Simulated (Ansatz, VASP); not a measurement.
# La: VASP beside Ansatz, part 2 of 2

Wanted: the spread between two codes on one cell, functional and k mesh. The start cell is built, not measured: As first built, before any earlier steps moved the atoms (in the runner's words): it takes the Gd structure with all of its atoms replaced by other elements, volume scaled by an estimate. The cell is taken from a series of VASP runs on this material, whose earlier steps may have relaxed, scaled or displaced it; both programs get it as it stands.

VASP 6.6.1 and Ansatz 0.2.0.

So far. Step 3 (VASP: band structure, LDA): The run ends at a pressure of 0.00 GPa.

## 5. VASP: single point, LDA

Level of this step: LDA; plane waves and PAW (La) (VASP).

With cell and atoms fixed, the geometry can't cause a difference; cores, projectors, grids and the points listed under the comparison can.

Input file INCAR:

```
SYSTEM = La
PREC = Accurate
ENCUT = 400
EDIFF = 1E-06
NELM = 100
ISMEAR = -5
SIGMA = 0.2
LREAL = .FALSE.
ALGO = Normal
GGA = CA
LORBIT = 11
LWAVE = .FALSE.
LCHARG = .FALSE.
NEDOS = 2001
```

Input file POSCAR:

```
La
1.0
    3.5515475315      0.0000000000      0.0000000000
   -1.7757737657      3.0757303828      0.0000000000
    0.0000000000      0.0000000000      5.8630983306
La
2
Direct
    0.3333333330      0.6666666670      0.2500000000
    0.6666666670      0.3333333330      0.7500000000
```

Input file KPOINTS:

```
Automatic mesh
0
Gamma
9 9 5
0 0 0
```

PAW data sets: La (LDA family, release 64).

Started as:

```bash
mpirun -np 1 vasp_std
```

Numbers of over 12 decimals in the logs are rounded to 6 here.

Log:

```text
[... set-up lines as in an earlier step ...]
 entering main loop
       N       E                     dE             d eps       ncg     rms          rms(c)
DAV:   1     0.220776108848E+03    0.22078E+03   -0.70968E+03  1104   0.170E+03
DAV:   2     0.202514757399E+02   -0.20052E+03   -0.19880E+03  1668   0.345E+02
DAV:   3    -0.728820404144E+01   -0.27540E+02   -0.27260E+02  1864   0.145E+02
DAV:   4    -0.108264782689E+02   -0.35383E+01   -0.35240E+01  2153   0.452E+01
[...]
DAV:   9    -0.110652595821E+02    0.10611E-02   -0.46529E-04  2080   0.172E-01    0.341E-02
DAV:  10    -0.110652630296E+02   -0.34476E-05   -0.29441E-05  2080   0.360E-02    0.362E-02
DAV:  11    -0.110652633084E+02   -0.27875E-06   -0.21052E-06  1528   0.113E-02
   1 F= -.11065263E+02 E0= -.11065263E+02  d E =0.000000E+00
 -----------------------------------------------------------------------------
|                                                                             |
|           W    W    AA    RRRRR   N    N  II  N    N   GGGG   !!!           |
|           W    W   A  A   R    R  NN   N  II  NN   N  G    G  !!!           |
|           W    W  A    A  R    R  N N  N  II  N N  N  G       !!!           |
|           W WW W  AAAAAA  RRRRR   N  N N  II  N  N N  G  GGG   !            |
|           WW  WW  A    A  R   R   N   NN  II  N   NN  G    G                |
|           W    W  A    A  R    R  N    N  II  N    N   GGGG   !!!           |
|                                                                             |
|     Tetrahedron method does not include variations of the Fermi             |
|     occupations, so forces and stress will be inaccurate. We suggest        |
|     using a different smearing scheme ISMEAR = 1 or 2 for metals in         |
|     relaxations.                                                            |
|                                                                             |
 -----------------------------------------------------------------------------
```

OUTCAR, selected parts (step 5):

```text
  Total        0.2367496      0.2367496      0.2602208      0.0000000      0.0000000     -0.0000000
  in kB        5.9225239      5.9225239      6.5096775      0.0000000      0.0000000     -0.0000000
  external PRESSURE =       6.1182418 kB  Pullay stress =       0.0000000 kB

 POSITION                                       TOTAL-FORCE (eV/Angst)
 -----------------------------------------------------------------------------------
     -0.00000      2.05049      1.46577         0.000000     -0.000000      0.000000
      1.77577      1.02524      4.39732        -0.000000      0.000000      0.000000
 -----------------------------------------------------------------------------------
    total drift:                               -0.000001      0.000000     -0.000000

  FREE ENERGIE OF THE ION-ELECTRON SYSTEM (eV)
  ---------------------------------------------------
  free  energy   TOTEN  =       -11.0652633084 eV

  energy  without entropy=      -11.0652633084  energy(sigma->0) =      -11.06526331

[... 1 part as in an earlier step ...]

[... 2 further parts left out ...]
[key lines of the parts left out:]
E-fermi :   9.1857
```

The run ends at a pressure of 0.61 GPa.

## 6. Ansatz: single point, LDA

The same cell, functional (in two slightly different forms), mesh and smearing now go to Ansatz, which takes its cutoff from its data sets.

The cell is taken from a series of VASP runs on this material, whose earlier steps may have relaxed, scaled or displaced it; both programs get it as it stands.

Input file input.yaml:

```yaml
crystal:
  lattice:
    - [3.5515475315, 0.0, 0.0]
    - [-1.7757737657, 3.0757303828, 0.0]
    - [0.0, 0.0, 5.8630983306]
  atoms:
    - { symbol: La, position: [0.333333333, 0.666666667, 0.25] }
    - { symbol: La, position: [0.666666667, 0.333333333, 0.75] }
hamiltonian:
  xc: lda
  pseudopotentials: { kind: paw }
kpoints:
  mp_grid: { grid: [9, 9, 5] }
scf:
  occupations: { method: tetrahedron }
output:
  forces: true
  stress: true
  write_density: true
  write_potential: true
  elf: true
  volumetric_format: npy
```

Started as:

```bash
ansatz run input.yaml --threads 2 --pin off --max-ram 4608MiB --backend cpu --events-out ev --progress --plain --runs-dir out
```

Log:

```text
Warning: output.forces, output.stress, relax.cell or npt_langevin: where a Kohn–Sham band that disperses or a degenerate level is filled in part under the method tetrahedron, the forces or the stress that this run publishes need not agree with its energy (scf.occupations.method in the input reference, under Limitations); prefer a smearing scheme for the forces or the stress
[...]
--- Band table (eV; the first three rows and the last of 36) ---
  k-point 0: bands = [... 7 lower, -2.4717, 9.7233, 10.8708, 13.7563, 14.2113, 14.2113, 14.3088, 14.4069]
  k-point 1: bands = [... 7 lower, -2.4966, 10.0816, 10.9666, 13.6445, 14.1021, 14.2062, 14.2062, 14.2417]
  k-point 2: bands = [... 7 lower, -2.5610, 10.8322, 11.1255, 13.3739, 13.7365, 14.2072, 14.2435, 14.2435]
  k-point 35: bands = [... 7 lower, -2.9023, 12.0214, 12.0214, 12.1055, 12.9272, 14.0259, 14.0259, 14.3506]
[key lines of the parts left out:]
SCF converged after 6 iterations
Free energy (F): -12152.199533 eV
Fermi energy:    12.799764 eV
P = ⅓ Tr σ = 0.7116 GPa (7.116 kbar)
```

It took 3 s on 2 threads of Arm Neoverse N1, shared host; peak memory 0.32 GiB.

The run ends at a pressure of 0.71 GPa.

## 7. Differences

Both answers:

```
      quantity  Ansatz  VASP  difference
pressure (GPa)    0.71  0.61       +0.10
```

## 8. Ansatz: band structure, LDA, spin-orbit coupling

With cell and atoms fixed, the geometry can't cause a difference; cores, projectors, grids and the points listed under the comparison can.

The cell is taken from a series of VASP runs on this material, whose earlier steps may have relaxed, scaled or displaced it; both programs get it as it stands.

Input file input.yaml:

```yaml
crystal:
  lattice:
    - [3.5515475315, 0.0, 0.0]
    - [-1.7757737657, 3.0757303828, 0.0]
    - [0.0, 0.0, 5.8630983306]
  atoms:
    - { symbol: La, position: [0.333333333, 0.666666667, 0.25] }
    - { symbol: La, position: [0.666666667, 0.333333333, 0.75] }
hamiltonian:
  xc: lda
  pseudopotentials: { kind: paw_fr }
magnetization:
  noncollinear: true
  spin_orbit: true
kpoints:
  mp_grid: { grid: [5, 5, 3] }
  band_path:
    path:
      - [0.0, 0.0, 0.0]
      - [0.13333, 0.0, 0.0]
      - [0.3, 0.0, 0.0]
      - [0.46667, 0.0, 0.0]
      - [0.46667, 0.06667, 0.0]
      - [0.41111, 0.17778, 0.0]
      - [0.35556, 0.28889, 0.0]
      - [0.28889, 0.28889, 0.0]
      - [0.17778, 0.17778, 0.0]
      - [0.06667, 0.06667, 0.0]
      - [0.0, 0.0, 0.03333]
      - [0.0, 0.0, 0.2]
      - [0.0, 0.0, 0.36667]
      - [0.0, 0.0, 0.5]
      - [0.16667, 0.0, 0.5]
      - [0.3, 0.0, 0.5]
      - [0.46667, 0.0, 0.5]
      - [0.46667, 0.06667, 0.5]
      - [0.41111, 0.17778, 0.5]
      - [0.35556, 0.28889, 0.5]
      - [0.28889, 0.28889, 0.5]
      - [0.17778, 0.17778, 0.5]
      - [0.06667, 0.06667, 0.5]
      - [0.5, 0.0, 0.46667]
      - [0.5, 0.0, 0.3]
      - [0.5, 0.0, 0.13333]
      - [0.33333, 0.33333, 0.0]
      - [0.33333, 0.33333, 0.16667]
      - [0.33333, 0.33333, 0.33333]
      - [0.33333, 0.33333, 0.5]
    npoints: 1
scf:
  occupations: { method: methfessel_paxton, width: 0.2 }
  n_extra_bands: 14
output:
  forces: true
  stress: true
  eigenvalues: true
```

Log:

```text
[...]
non-collinear run that drives no moment, with spin-orbit: no starting moment large enough to seed its density (crystal.atoms[].spin), no starting occupations that ask for one, no magnetisation constraint and no magnetic field, so the semilocal B_xc is pinned to zero
Crystal: 2 atoms, lattice volume = 64.046 Å³
Basis set: ecut = 420 eV, 1249 PW (Γ)
[...]
k-point 1: bands = [... 18 lower, 11.0861, 11.0861, 13.4287, 13.4287, 13.9482, 13.9482, 14.1560, 14.1560, ... 10 higher]
  k-point 2: bands = [... 18 lower, 11.6507, 11.6507, 12.9595, 12.9595, 13.2635, 13.2635, 13.7324, 13.7324, ... 10 higher]
  k-point 9: bands = [... 18 lower, 12.1153, 12.1153, 12.3536, 12.3536, 12.7868, 12.7868, 13.3336, 13.3336, ... 10 higher]
[key lines of the parts left out:]
SCF converged after 7 iterations
Magnetization: |M| = 0.0000 μB,  M = (+0.0000, +0.0000, +0.0000) μB
Free energy (F): -12162.426873 eV
Fermi energy:    12.675753 eV
P = ⅓ Tr σ = 1.3122 GPa (13.122 kbar)
```

Run time: 16 s. Hardware: 2 threads; peak memory 0.46 GiB.

## 9. VASP: band structure, LDA, spin-orbit coupling

The same cell, functional (in two slightly different forms), mesh and smearing now go to VASP, with its own data sets and cutoff.

Input file INCAR:

```
SYSTEM = La
PREC = Accurate
ENCUT = 400
EDIFF = 1E-06
NELM = 100
ISMEAR = 1
SIGMA = 0.2
LREAL = .FALSE.
ALGO = Normal
GGA = CA
LNONCOLLINEAR = .TRUE.
MAGMOM = 0 0 0 0 0 0
NBANDS = 34
GGA_COMPAT = .FALSE.
LASPH = .TRUE.
LSORBIT = .TRUE.
LMAXMIX = 6
LORBIT = 11
LWAVE = .FALSE.
LCHARG = .FALSE.
```

POSCAR is that of step 5.

Input file KPOINTS:

```
Automatic mesh
0
Gamma
5 5 3
0 0 0
```

Input file KPOINTS_OPT:

```
Line mode
16
Line-mode
Reciprocal
  0.00000000   0.00000000   0.00000000 GAMMA
  0.50000000   0.00000000   0.00000000 M

  0.50000000   0.00000000   0.00000000 M
  0.33333333   0.33333333   0.00000000 K

  0.33333333   0.33333333   0.00000000 K
  0.00000000   0.00000000   0.00000000 GAMMA

  0.00000000   0.00000000   0.00000000 GAMMA
  0.00000000   0.00000000   0.50000000 A

  0.00000000   0.00000000   0.50000000 A
  0.50000000   0.00000000   0.50000000 L

  0.50000000   0.00000000   0.50000000 L
  0.33333333   0.33333333   0.50000000 H

  0.33333333   0.33333333   0.50000000 H
  0.00000000   0.00000000   0.50000000 A

  0.50000000   0.00000000   0.50000000 L
  0.50000000   0.00000000   0.00000000 M

  0.33333333   0.33333333   0.00000000 K
  0.33333333   0.33333333   0.50000000 H
```

Started as:

```bash
mpirun -np 1 vasp_ncl
```

Log:

```text
[... set-up lines as in an earlier step ...]
 entering main loop
       N       E                     dE             d eps       ncg     rms          rms(c)
DAV:   1     0.270231993571E+03    0.27023E+03   -0.62289E+03   688   0.150E+03
DAV:   2     0.452362840728E+02   -0.22500E+03   -0.21867E+03   928   0.359E+02
DAV:   3    -0.444867152675E+01   -0.49685E+02   -0.48209E+02  1088   0.191E+02
DAV:   4    -0.104364204599E+02   -0.59877E+01   -0.56677E+01  1310   0.697E+01
[...]
DAV:  14    -0.116703718990E+02   -0.70250E-05   -0.73744E-05  1072   0.669E-02    0.334E-03
DAV:  15    -0.116703741109E+02   -0.22119E-05   -0.23252E-05  1224   0.518E-02    0.443E-03
DAV:  16    -0.116703746623E+02   -0.55144E-06   -0.65202E-06   960   0.205E-02
   1 F= -.11670375E+02 E0= -.11665375E+02  d E =-.149980E-01  mag=    -0.0000     0.0000     0.0000
 Start KPOINTS_OPT (optional k-point list driver)
k-point batch [1-10\144]
       N       E                     dE             ncg
DAV:   1     0.166468041104E+04    0.61061E+03      680
DAV:   2    -0.589494789103E+03   -0.22542E+04      936
DAV:   3    -0.116598648027E+04   -0.57649E+03     1136
DAV:   4    -0.123916963962E+04   -0.73183E+02     1294
[...]
DAV:  15    -0.125206854411E+04   -0.12193E-04     1024
DAV:  16    -0.125206854751E+04   -0.34030E-05     1000
DAV:  17    -0.125206854844E+04   -0.92852E-06      984
[...]
k-point batch [111-120\144]
       N       E                     dE             ncg
DAV:   1     0.155766131858E+04   -0.41088E+04      680
[... the rest is left out ...]
```

OUTCAR, selected parts (step 9):

```text
  Total        0.6746081      0.6746081     -0.0506855      0.0000000     -0.0000000      0.0000000
  in kB       16.8759835     16.8759835     -1.2679464      0.0000000     -0.0000000      0.0000000
  external PRESSURE =      10.8280068 kB  Pullay stress =       0.0000000 kB

 POSITION                                       TOTAL-FORCE (eV/Angst)
 -----------------------------------------------------------------------------------
     -0.00000      2.05049      1.46577         0.000000     -0.000000      0.000000
      1.77577      1.02524      4.39732        -0.000000      0.000000     -0.000000
 -----------------------------------------------------------------------------------
    total drift:                                0.000000     -0.000000      0.000000

  FREE ENERGIE OF THE ION-ELECTRON SYSTEM (eV)
  ---------------------------------------------------
  free  energy   TOTEN  =       -11.6703746623 eV

  energy  without entropy=      -11.6553767034  energy(sigma->0) =      -11.66537534

 magnetization (x)
# of ion       s       p       d       f       tot
--------------------------------------------------
    1        0.000   0.000   0.000   0.000   0.000
    2       -0.000   0.000   0.000   0.000  -0.000
--------------------------------------------------
tot         -0.000   0.000   0.000   0.000  -0.000

 magnetization (y)
# of ion       s       p       d       f       tot
--------------------------------------------------
    1        0.000   0.000  -0.000  -0.000  -0.000
    2        0.000   0.000  -0.000   0.000  -0.000
--------------------------------------------------
tot          0.000   0.000  -0.000  -0.000  -0.000

 magnetization (z)
# of ion       s       p       d       f       tot
--------------------------------------------------
    1        0.000   0.000   0.000   0.000   0.000
    2        0.000   0.000   0.000   0.000   0.000
--------------------------------------------------
tot          0.000   0.000   0.000   0.000   0.000

[... 1 part as in an earlier step ...]

[... 2 further parts left out ...]
[key lines of the parts left out:]
E-fermi :   9.0586
```

The run ends at a pressure of 1.08 GPa.

## 10. Side by side

What differs besides the data sets and the points named for the pairs above, as far as they apply: spin-orbit coupling enters by fully relativistic files in Ansatz and inside the spheres in VASP. Total energies have different zeros and are not compared.

Compared:

```
      quantity  Ansatz  VASP  difference
pressure (GPa)    1.31  1.08       +0.23
```

Levels from 3 eV below to 2 eV above the Fermi level differ by 15 meV r.m.s. and 38 meV at most; each VASP level is matched to the nearest of Ansatz, which flatters the figure a little.

## 11. Outcome

| Item | Value |
| --- | --- |
| r.m.s. difference of levels near the Fermi level (band structure, LDA) | 11 meV |
| difference in pressure (single point, LDA) | 0.100 GPa |
| r.m.s. difference of levels near the Fermi level (band structure, LDA, spin-orbit coupling) | 15 meV |

What this shows: The r.m.s. difference of levels near the Fermi level is 15 meV (band structure, LDA, spin-orbit coupling), within the 80 meV picked in this series as the mark of a large difference. Such differences can come from data sets, numerical settings and the points named under the comparisons, not from the functional's error against experiment.

[Lines on the potential files, build, host, timing and source positions are cut from VASP's logs without a mark.]

[Logs are printed without paths, hosts, clocks, repeated set-up lines and the standing remarks that a program may print on its own settings, such as how far it seeks lower states.]

[Hosts, paths, dates, database ids (printed as entryN), source tags and the programs' standing remarks are cut or masked in the printed files.]
